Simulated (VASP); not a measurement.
## GaP: relaxation of cell and atoms with PBE

The system is GaP.

```xyz
2
Lattice="0.0000 2.7200 2.7200 2.7200 0.0000 2.7200 2.7200 2.7200 0.0000" Properties=species:S:1:pos:R:3 pbc="T T T"
Ga    0.0000    0.0000    0.0000
P     1.3600    1.3600    1.3600
```

The cell was built by a generator and needn't be a form met in nature.

```
Program                : VASP 6.6.1
Task                   : relaxation of cell and atoms
Functional             : PBE
Potentials or basis    : VASP PAW PBE potentials, release 64 (Ga_d, P)
Cutoff                 : 600 eV
k mesh                 : 10 × 10 × 10
Occupations            : gaussian, width 0.02 eV
Spin                   : no spin polarisation
Further INCAR settings : ALGO = Fast; EDIFF = 1e-07; IBRION = 2; EDIFFG = -0.005; NSW = 40; ISIF = 3
```

```
Relaxed volume                         : 20.86 Å³/atom
Relaxed cell                           : a = 3.893 Å, b = 3.893 Å, c = 3.893 Å, α = 60.00°, β = 60.00°, γ = 60.00°
Space group after relaxing (to 0.05 Å) : F-43m (No. 216)
Energy gained by relaxing              : 6.6 meV/atom
Ionic steps                            : 3
Pressure after relaxing                : 0.0 GPa
Band gap on the k mesh                 : 1.58 eV, direct
```

Step by step:
```tsv
step	energy change (eV)	largest force (eV/Å)	pressure (GPa)	volume (Å³)
1	0.0000	0.0000	3.00	40.25
2	-0.0100	0.0000	-1.36	42.48
3	-0.0132	0.0000	0.01	41.71
```

Final structure:
```
Ga P
1.0
     0.00000    2.75264    2.75264
     2.75264    0.00000    2.75264
     2.75264    2.75264    0.00000
Ga P
1 1
Cartesian
  0.0000 0.0000 0.0000
  1.3763 1.3763 1.3763
```

Levels at points of the mesh, in eV from the valence-band top:
```tsv
k point	band 7	band 8	band 9	band 10	band 11	band 12
(0.00, 0.00, 0.00)	0.00	0.00	0.00	1.58	3.90	3.90
(0.50, 0.00, 0.00)	-6.46	-1.07	-1.07	1.58	4.73	4.73
(0.50, 0.50, 0.00)	-6.61	-2.58	-2.58	1.72	1.85	10.37
```

Run time: 15 s on 4 MPI ranks on Intel(R) Xeon(R) 6975P-C (Granite Rapids), on a shared host, peak memory 0.19 GiB a rank.

A k mesh can miss the band edges. As with any semilocal functional, this PBE gap is likely too small.
